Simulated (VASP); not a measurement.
```
MgO
1.0
    0.00000     2.07280     2.07280
    2.07280     0.00000     2.07280
    2.07280     2.07280     0.00000
Mg O
1 1
Direct
  0.00000   0.00000   0.00000
  0.50000   0.50000   0.50000
```

Method: LDA (Ceperley-Alder, Perdew-Zunger), VASP's LDA PAW potentials (set 64) (plane waves; VASP). Numerical set-up: 520 eV cut-off, Gaussian smearing of 0.050 eV, potentials Mg O.

### Question
Give the energies of bands 2 to 6 at the high-symmetry points, in eV from the valence-band maximum.

### Answer

```csv
band,Γ,X,U,L,W
2,0.00,-4.36,-3.74,-4.92,-3.17
3,0.00,-1.44,-2.90,-0.72,-3.17
4,0.00,-1.44,-1.23,-0.72,-1.90
5,5.14,8.93,10.10,8.04,11.77
6,15.78,10.23,12.06,12.94,11.77
```

The gap is direct, 5.14 eV, from the valence maximum at Γ to the conduction minimum at Γ.

Measured: gap 8.36 eV (computed value off by -3.22 eV), as given by Wei Chen et al., Physical Review Materials (2018), doi:10.1103/physrevmaterials.2.073803 [zero-point renormalisation of 0.53 eV added back (the table's ZPR column)].

The compound is MgO in the rock salt structure. It was relaxed first.
